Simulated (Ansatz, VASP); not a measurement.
# Zn34Te25S9 in two plane-wave programs

Aim: how closely do two programs agree when they are given the same cell, functional and k mesh? Of the first pair: The structure shown is the start of the Ansatz relaxation below; VASP solves that cell, so the two are compared at the walk's first step.

Method: plane waves, with VASP 6.6.1 beside it; single point at PBE, in Ansatz 0.2.0.

**1. The structure**

The cell holds 68 atoms: 34 Zn, 25 Te and 9 S. Its edges and angles: a = 12.398 Å, b = 12.398 Å, c = 12.398 Å, α = 90.0°, β = 90.0°, γ = 90.0°.

**2. Ansatz: relaxation, PBE**

Ansatz runs on its PAW soft_1 files.

The two programs are compared at the cell with which this relaxation starts, whose forces are those of its first step.

input.yaml reads:

```yaml
crystal:
  lattice:
    - [12.398, 0.0, 0.0]
    - [0.0, 12.398, 0.0]
    - [0.0, 0.0, 12.398]
  atoms:
    - { symbol: Zn, position: [0.65302, 0.33631, 0.20827] }
    - { symbol: Zn, position: [0.49225, 0.56044, 0.9852] }
    - { symbol: Zn, position: [0.01594, 0.3827, 0.74668] }
    - { symbol: Zn, position: [0.11564, 0.51647, 0.45806] }
    - { symbol: Zn, position: [0.64921, 0.9854, 0.73083] }
    - { symbol: Zn, position: [0.13484, 0.85258, 0.52663] }
    - { symbol: Zn, position: [0.94495, 0.06058, 0.65554] }
    - { symbol: Zn, position: [0.24442, 0.17467, 0.49495] }
    - { symbol: Zn, position: [0.35123, 0.85981, 0.97284] }
    - { symbol: Zn, position: [0.98472, 0.31931, 0.20371] }
    - { symbol: Zn, position: [0.78042, 0.53413, 0.45167] }
    - { symbol: Zn, position: [0.31273, 0.3312, 0.20012] }
    - { symbol: Zn, position: [0.43832, 0.89576, 0.48296] }
    - { symbol: Zn, position: [0.01449, 0.87011, 0.95856] }
    - { symbol: Zn, position: [0.96576, 0.69622, 0.2461] }
    - { symbol: Zn, position: [0.80754, 0.99371, 0.22435] }
    - { symbol: Zn, position: [0.81568, 0.88637, 0.41958] }
    - { symbol: Zn, position: [0.50376, 0.1549, 0.94415] }
    - { symbol: Zn, position: [0.19448, 0.9906, 0.24128] }
    - { symbol: Zn, position: [0.65992, 0.85151, 0.9673] }
    - { symbol: Zn, position: [0.16165, 0.55055, 0.99047] }
    - { symbol: Zn, position: [0.36464, 0.37913, 0.74836] }
    - { symbol: Zn, position: [0.88571, 0.73481, 0.68129] }
    - { symbol: Zn, position: [0.20152, 0.71211, 0.68404] }
    - { symbol: Zn, position: [0.65856, 0.70875, 0.2405] }
    - { symbol: Zn, position: [0.31535, 0.72355, 0.23565] }
    - { symbol: Zn, position: [0.82307, 0.54674, 0.97553] }
    - { symbol: Zn, position: [0.1796, 0.159, 0.93707] }
    - { symbol: Zn, position: [0.53086, 0.70372, 0.72654] }
    - { symbol: Zn, position: [0.34773, 0.00985, 0.72758] }
    - { symbol: Zn, position: [0.8077, 0.17258, 0.93388] }
    - { symbol: Zn, position: [0.44201, 0.51215, 0.45468] }
    - { symbol: Zn, position: [0.59391, 0.19556, 0.51294] }
    - { symbol: Zn, position: [0.50855, 0.99715, 0.21311] }
    - { symbol: Te, position: [0.80641, 0.37809, 0.82526] }
    - { symbol: Te, position: [0.0003, 0.90128, 0.16778] }
    - { symbol: Te, position: [0.84223, 0.75209, 0.89604] }
    - { symbol: Te, position: [0.47719, 0.70775, 0.36909] }
    - { symbol: Te, position: [0.28103, 0.37738, 0.40515] }
    - { symbol: Te, position: [0.66094, 0.53385, 0.11456] }
    - { symbol: Te, position: [0.6202, 0.39137, 0.4169] }
    - { symbol: Te, position: [0.14268, 0.70489, 0.36542] }
    - { symbol: Te, position: [0.98378, 0.52502, 0.11017] }
    - { symbol: Te, position: [0.53722, 0.36746, 0.87501] }
    - { symbol: Te, position: [0.15431, 0.19201, 0.1514] }
    - { symbol: Te, position: [0.37811, 0.5794, 0.6521] }
    - { symbol: Te, position: [0.32598, 0.53428, 0.11524] }
    - { symbol: Te, position: [0.05625, 0.23512, 0.5913] }
    - { symbol: Te, position: [0.60738, 0.00656, 0.40987] }
    - { symbol: Te, position: [0.81164, 0.19992, 0.14923] }
    - { symbol: Te, position: [0.99038, 0.06527, 0.87285] }
    - { symbol: Te, position: [0.48789, 0.20725, 0.15343] }
    - { symbol: Te, position: [0.74771, 0.16164, 0.65736] }
    - { symbol: Te, position: [0.18086, 0.74266, 0.89744] }
    - { symbol: Te, position: [0.18906, 0.36399, 0.87026] }
    - { symbol: Te, position: [0.94877, 0.39194, 0.40772] }
    - { symbol: Te, position: [0.03723, 0.58081, 0.65622] }
    - { symbol: Te, position: [0.71214, 0.58919, 0.66018] }
    - { symbol: Te, position: [0.40706, 0.19898, 0.62807] }
    - { symbol: S, position: [0.9448, 0.89008, 0.56739] }
    - { symbol: S, position: [0.50266, 0.7474, 0.91399] }
    - { symbol: S, position: [0.34474, 0.04721, 0.9148] }
    - { symbol: S, position: [0.80788, 0.70247, 0.35369] }
    - { symbol: S, position: [0.65703, 0.04154, 0.91197] }
    - { symbol: S, position: [0.66241, 0.88605, 0.15763] }
    - { symbol: S, position: [0.34371, 0.89631, 0.16403] }
    - { symbol: S, position: [0.48761, 0.88755, 0.6657] }
    - { symbol: S, position: [0.25556, 0.98254, 0.43501] }
kpoints:
  mp_grid: { grid: [1, 1, 1] }
hamiltonian:
  xc: pbe
  pseudopotentials: { kind: paw, azcp: { folder: soft_1 } }
scf:
  occupations: { method: gaussian, width: 0.025 }
output:
  forces: true
relax:
  f_tol: 0.05
  max_steps: 150
  cell: {}
```

Command:

```sh
> ansatz run input.yaml --threads 4 --pin off --max-ram 15872MiB --backend cpu --events-out ev --progress --plain --runs-dir out
```

Numbers of over 12 decimals in the logs are rounded to 6 here.

Output:

```text
Engine: ansatz 0.2.0, aarch64-unknown-linux-gnu
Pseudopotentials: kind: paw
Pseudopotential: Zn, paw, valence charge 12, recommended cutoff 420 eV (normal), soft_1/Zn.paw.azcp
Pseudopotential: Te, paw, valence charge 16, recommended cutoff 420 eV (normal), soft_1/Te.paw.azcp
Pseudopotential: S, paw, valence charge 6, recommended cutoff 420 eV (normal), soft_1/S.paw.azcp
Functional definition: PBE
  parameter kappa = 0.804
  parameter beta = 0.066725
  exchange = pbe_x(kappa = kappa, mu = beta*pi^2/3)
  correlation = pbe_c(beta = beta)
Crystal: 68 atoms, lattice volume = 1905.702 Å³
Basis set: ecut = 420 eV, 37385 PW (Γ), exchange–correlation on 180×180×180 points (8 copies of the dense FFT grid, shifted against one another)
Bands: 518, of which v1, the nominal top of the filled ones, is band 431 counted from 1 (430 counted from 0)
Symmetry: 1 space group operations
Space group: P1 (ITA 1), of the structure as read, at distance tolerance 1.2e-4 Å
k-points: 1
Non-local potential: Zn, projectors of the file, l = 0: 2, l = 1: 2, l = 2: 3, l = 3: 1
Non-local potential: Te, projectors of the file, l = 0: 2, l = 1: 2, l = 2: 2, l = 3: 1
Non-local potential: S, projectors of the file, l = 0: 2, l = 1: 2, l = 2: 1
PAW form: soft (Blöchl's): semilocal exchange-correlation on the pseudo side does not see the compensation charge
PAW one-centre angular grid: Zn, 590 points (default); XC on 64 Gauss nodes
PAW one-centre angular grid: Te, 590 points (default); XC on 64 Gauss nodes
PAW one-centre angular grid: S, 110 points (default); XC on 64 Gauss nodes
Initial density: superposition of atomic densities (chi_scale 0.1, normalization cell, long waves kept (reshape's long-wave potential 0.31 eV rms))
Initial wavefunctions: pseudopotential atomic-orbital guess
Functional: x = pbe(κ = 0.804, μ = 0.219515), c = pbe(β = 0.066725)
SCF iter   1: F=—  HF=-295492.653159 eV  |F-HF|=—  |Δ(HF+E_count)|=         —  Δρ=2.99e-2  dr2=2.27e1  ethr=3.10e-3  ⟨swp⟩=6.0  Hψ=2154  notcnv=0  defer=52
preconditioner: auto → Resta (q_TF=auto, 2.390 Å⁻¹)  ε∞=5.5  [insulator: Δε(μ)=0.230 eV  Ē_g=9.926 eV  σ=0.025 eV  W_gap=1.00  n_scr=460 (ndim 8)  ℏωp=21.0 eV  f_vac=0.066  D(μ)=0.00/eV (n_scr^D=0)  ε∞_Penn≈5.5]
SCF iter   2: F=—  HF=-295489.705328 eV  |F-HF|=—  |Δ(HF+E_count)|=    2.95e0  Δρ=1.36e-2  dr2=8.86e0  ethr=2.63e-3  ⟨swp⟩=3.0  Hψ=876  notcnv=0  defer=79
SCF iter   3: F=—  HF=-295489.610102 eV  |F-HF|=—  |Δ(HF+E_count)|=   9.52e-2  Δρ=9.84e-3  dr2=5.39e0  ethr=1.03e-3  ⟨swp⟩=3.0  Hψ=605  notcnv=0  defer=79
SCF iter   4: F=—  HF=-295489.032782 eV  |F-HF|=—  |Δ(HF+E_count)|=   5.77e-1  Δρ=4.73e-3  dr2=1.66e0  ethr=6.25e-4  ⟨swp⟩=2.0  Hψ=498  notcnv=0  defer=79
SCF iter   5: F=—  HF=-295489.011745 eV  |F-HF|=—  |Δ(HF+E_count)|=   2.10e-2  Δρ=5.73e-3  dr2=3.79e0  ethr=1.92e-4  ⟨swp⟩=5.0  Hψ=731  notcnv=0  defer=79
SCF iter   6: F=—  HF=-295488.927655 eV  |F-HF|=—  |Δ(HF+E_count)|=   8.41e-2  Δρ=2.76e-3  dr2=5.30e-1  ethr=1.92e-4  ⟨swp⟩=2.0  Hψ=597  notcnv=0  defer=81
SCF iter   7: F=—  HF=-295488.907781 eV  |F-HF|=—  |Δ(HF+E_count)|=   1.99e-2  Δρ=1.80e-3  dr2=3.32e-1  ethr=6.15e-5  ⟨swp⟩=1.0  Hψ=437  notcnv=0  defer=81
SCF iter   8: F=—  HF=-295488.897634 eV  |F-HF|=—  |Δ(HF+E_count)|=   1.01e-2  Δρ=1.31e-3  dr2=2.17e-1  ethr=3.85e-5  ⟨swp⟩=1.0  Hψ=437  notcnv=0  defer=81
SCF iter   9: F=—  HF=-295488.891959 eV  |F-HF|=—  |Δ(HF+E_count)|=   5.68e-3  Δρ=3.38e-4  dr2=1.11e-2  ethr=2.52e-5  ⟨swp⟩=2.0  Hψ=438  notcnv=0  defer=81
SCF iter  10: F=—  HF=-295488.895249 eV  |F-HF|=—  |Δ(HF+E_count)|=   3.29e-3  Δρ=1.20e-3  dr2=1.68e-1  ethr=1.29e-6  ⟨swp⟩=2.0  Hψ=715  notcnv=0  defer=81
SCF iter  11: F=—  HF=-295488.892914 eV  |F-HF|=—  |Δ(HF+E_count)|=   2.34e-3  Δρ=5.15e-4  dr2=3.14e-2  ethr=1.29e-6  ⟨swp⟩=2.0  Hψ=714  notcnv=0  defer=81
SCF iter  12: F=—  HF=-295488.892324 eV  |F-HF|=—  |Δ(HF+E_count)|=   5.90e-4  Δρ=2.60e-4  dr2=8.23e-3  ethr=1.29e-6  ⟨swp⟩=1.0  Hψ=437  notcnv=0  defer=81
SCF iter  13: F=—  HF=-295488.892205 eV  |F-HF|=—  |Δ(HF+E_count)|=   1.19e-4  Δρ=3.67e-5  dr2=4.59e-5  ethr=9.55e-7  ⟨swp⟩=1.0  Hψ=437  notcnv=0  defer=81
SCF iter  14: F=—  HF=-295488.894275 eV  |F-HF|=—  |Δ(HF+E_count)|=   2.07e-3  Δρ=2.63e-5  dr2=5.94e-5  ethr=5.32e-9  ⟨swp⟩=2.0  Hψ=790  notcnv=0  defer=81
SCF iter  15: F=—  HF=-295488.894276 eV  |F-HF|=—  |Δ(HF+E_count)|=   1.14e-6  Δρ=1.14e-5  dr2=1.14e-5  ethr=5.32e-9  ⟨swp⟩=2.0  Hψ=438  notcnv=0  defer=81
SCF iter  16: F=—  HF=-295488.894277 eV  |F-HF|=—  |Δ(HF+E_count)|=   3.13e-7  Δρ=3.47e-6  dr2=6.71e-7  ethr=1.32e-9  ⟨swp⟩=1.0  Hψ=437  notcnv=0  defer=81
SCF iter  17: F=—  HF=-295488.894277 eV  |F-HF|=—  |Δ(HF+E_count)|=   2.79e-7  Δρ=3.60e-6  dr2=1.04e-6  ethr=7.78e-11  ⟨swp⟩=2.0  Hψ=711  notcnv=0  defer=81
SCF iter  18: F=—  HF=-295488.894277 eV  |F-HF|=—  |Δ(HF+E_count)|=   9.58e-8  Δρ=2.83e-6  dr2=1.12e-6  ethr=7.78e-11  ⟨swp⟩=2.0  Hψ=505  notcnv=0  defer=81
[...]
atom  21  Zn    -0.00208009     0.00171225     0.00193235
  atom  22  Zn     0.00312631     0.00355582    -0.00417383
  atom  23  Zn     0.00528925     0.01097738    -0.01020506
  atom  24  Zn    -0.00852411    -0.01161141     0.00471718
  atom  25  Zn    -0.00052910     0.00491448    -0.00671869
  atom  26  Zn    -0.00229910     0.00497399     0.00240452
  atom  27  Zn     0.00098939     0.00132214    -0.00459451
  atom  28  Zn    -0.01086353     0.00611463    -0.00120813
  atom  29  Zn     0.00340699     0.00210456     0.00101576
  atom  30  Zn     0.00448489     0.00363914     0.00848302
  atom  31  Zn    -0.01112873    -0.00764513     0.00359570
  atom  32  Zn    -0.00185618     0.00111541     0.00723477
  atom  33  Zn    -0.01525332     0.00264699     0.00391613
  atom  34  Zn     0.00650098    -0.00868712     0.00801334
  atom  35  Te     0.01057008     0.00418134     0.00708907
  atom  36  Te     0.02082820     0.01607048     0.00639597
  atom  37  Te     0.00708292    -0.00697976    -0.01222195
  atom  38  Te    -0.00512295     0.01953001     0.00657722
  atom  39  Te     0.00986224    -0.01802257     0.00834768
  atom  40  Te     0.00281113    -0.00529277     0.00464091
  atom  41  Te    -0.00294920    -0.01122225     0.00577562
  atom  42  Te    -0.00655996     0.00525363    -0.00846144
  atom  43  Te     0.00472264    -0.01359936     0.00296318
  atom  44  Te    -0.01499191     0.01728187     0.01694956
[...]
atom  61  S     -0.00078059     0.02014838    -0.00178008
  atom  62  S      0.01398431    -0.00986493    -0.01668005
  atom  63  S      0.00351633    -0.00285777     0.00885091
  atom  64  S     -0.00297467    -0.01495602     0.00950398
  atom  65  S     -0.01137818     0.00489804     0.00330822
  atom  66  S     -0.00124189    -0.00233791     0.02111752
  atom  67  S      0.00572585    -0.01318713     0.01617759
  atom  68  S     -0.02162446    -0.03283946     0.00957967
  max |Σ_I F_I| component: 2.66e-6 eV/Å
--- Stress (GPa, compression-positive) ---
        0.021924      -0.004322       0.029523
       -0.004322      -0.017135      -0.001544
        0.029523      -0.001544      -0.003263
  P = ⅓ Tr σ = 0.0005 GPa (0.005 kbar)
--- Relaxed structure (15 steps of the walk, 14 accepted, 1 SCFs on fresh bases) ---
  F+E_penalty+E_count = -295494.16955332 eV   max|allowed force component| = 3.403e-2 eV/Å   (the final SCF, on the basis selected at the relaxed cell)
  cell:  # Å, volume = 1928.7864 Å³
    - [13.060528, 0.179853, 0.772229]
    - [0.179853, 11.475126, -0.236997]
    - [0.772229, -0.236997, 12.923409]
  atoms:
    - { symbol: Zn, position: [0.644560, 0.336566, 0.199951] }
    - { symbol: Zn, position: [0.500909, 0.542784, 0.981605] }
    - { symbol: Zn, position: [0.032692, 0.392834, 0.750196] }
    - { symbol: Zn, position: [0.103387, 0.523073, 0.456672] }
    - { symbol: Zn, position: [0.631002, 1.020654, 0.723293] }
    - { symbol: Zn, position: [0.206911, 0.849224, 0.536295] }
    - { symbol: Zn, position: [0.881926, 0.067502, 0.600010] }
    - { symbol: Zn, position: [0.251066, 0.189636, 0.498482] }
    - { symbol: Zn, position: [0.346675, 0.849277, 0.963575] }
    - { symbol: Zn, position: [0.985738, 0.302965, 0.228429] }
    - { symbol: Zn, position: [0.718671, 0.559666, 0.470659] }
    - { symbol: Zn, position: [0.307119, 0.329428, 0.203270] }
    - { symbol: Zn, position: [0.472007, 0.906497, 0.466227] }
    - { symbol: Zn, position: [-0.00715968, 0.872252, 0.975428] }
    - { symbol: Zn, position: [0.962116, 0.700139, 0.250080] }
    - { symbol: Zn, position: [0.773352, 0.989002, 0.198016] }
    - { symbol: Zn, position: [0.774445, 0.856312, 0.458038] }
    - { symbol: Zn, position: [0.500452, 0.157426, 0.949650] }
    - { symbol: Zn, position: [0.252910, 1.019552, 0.259216] }
    - { symbol: Zn, position: [0.648111, 0.840216, 0.953733] }
    - { symbol: Zn, position: [0.167000, 0.542570, 0.995488] }
    - { symbol: Zn, position: [0.372819, 0.387147, 0.761076] }
    - { symbol: Zn, position: [0.868076, 0.718587, 0.692177] }
    - { symbol: Zn, position: [0.204608, 0.733165, 0.693036] }
    - { symbol: Zn, position: [0.644728, 0.700403, 0.241585] }
    - { symbol: Zn, position: [0.303839, 0.705948, 0.246013] }
    - { symbol: Zn, position: [0.846967, 0.543364, 0.991144] }
    - { symbol: Zn, position: [0.182446, 0.145606, 0.945516] }
    - { symbol: Zn, position: [0.530357, 0.707661, 0.724818] }
    - { symbol: Zn, position: [0.395018, 0.031234, 0.734863] }
    - { symbol: Zn, position: [0.892490, 0.204779, 0.955006] }
    - { symbol: Zn, position: [0.430791, 0.512030, 0.468753] }
    - { symbol: Zn, position: [0.603694, 0.201332, 0.515874] }
    - { symbol: Zn, position: [0.495462, 0.973862, 0.171532] }
    - { symbol: Te, position: [0.849326, 0.377636, 0.848182] }
    - { symbol: Te, position: [-0.035963, 0.909520, 0.180459] }
    - { symbol: Te, position: [0.841327, 0.751550, 0.901102] }
    - { symbol: Te, position: [0.461944, 0.705298, 0.362403] }
    - { symbol: Te, position: [0.276382, 0.389884, 0.405520] }
    - { symbol: Te, position: [0.657734, 0.530696, 0.099297] }
    - { symbol: Te, position: [0.607094, 0.391026, 0.405130] }
    - { symbol: Te, position: [0.125431, 0.725252, 0.367593] }
    - { symbol: Te, position: [0.991054, 0.512118, 0.125640] }
    - { symbol: Te, position: [0.532524, 0.356652, 0.856745] }
    - { symbol: Te, position: [0.161998, 0.181031, 0.160293] }
    - { symbol: Te, position: [0.376522, 0.585781, 0.662877] }
    - { symbol: Te, position: [0.324490, 0.528847, 0.107490] }
    - { symbol: Te, position: [0.044903, 0.218409, 0.573689] }
    - { symbol: Te, position: [0.646551, 0.010724, 0.393217] }
    - { symbol: Te, position: [0.817480, 0.207208, 0.154499] }
    - { symbol: Te, position: [1.026571, 0.054056, 0.860285] }
    - { symbol: Te, position: [0.485243, 0.198475, 0.158453] }
    - { symbol: Te, position: [0.726192, 0.204126, 0.659645] }
    - { symbol: Te, position: [0.177664, 0.751208, 0.907484] }
    - { symbol: Te, position: [0.188172, 0.357736, 0.861962] }
    - { symbol: Te, position: [0.956158, 0.363719, 0.433052] }
    - { symbol: Te, position: [0.049480, 0.590948, 0.655077] }
    - { symbol: Te, position: [0.707711, 0.590601, 0.667620] }
    - { symbol: Te, position: [0.401819, 0.207945, 0.617824] }
    - { symbol: S, position: [0.893791, 0.872544, 0.569738] }
    - { symbol: S, position: [0.502638, 0.733716, 0.910208] }
    - { symbol: S, position: [0.347174, 0.045369, 0.908917] }
    - { symbol: S, position: [0.784304, 0.689477, 0.347763] }
    - { symbol: S, position: [0.642932, 0.027525, 0.896535] }
    - { symbol: S, position: [0.646960, 0.869816, 0.138220] }
    - { symbol: S, position: [0.343946, 0.879360, 0.149398] }
    - { symbol: S, position: [0.514134, 0.896187, 0.649070] }
    - { symbol: S, position: [0.294460, 1.000645, 0.427591] }
```

[end of part 1 of 3]

[Lines on the potential files, build, host, timing and source positions are cut from VASP's logs without a mark.]

[Logs are printed without paths, hosts, clocks, repeated set-up lines and the standing remarks that a program may print on its own settings, such as how far it seeks lower states.]

[Hosts, paths, dates, database ids (printed as entryN), source tags and the programs' standing remarks are cut or masked in the printed files.]
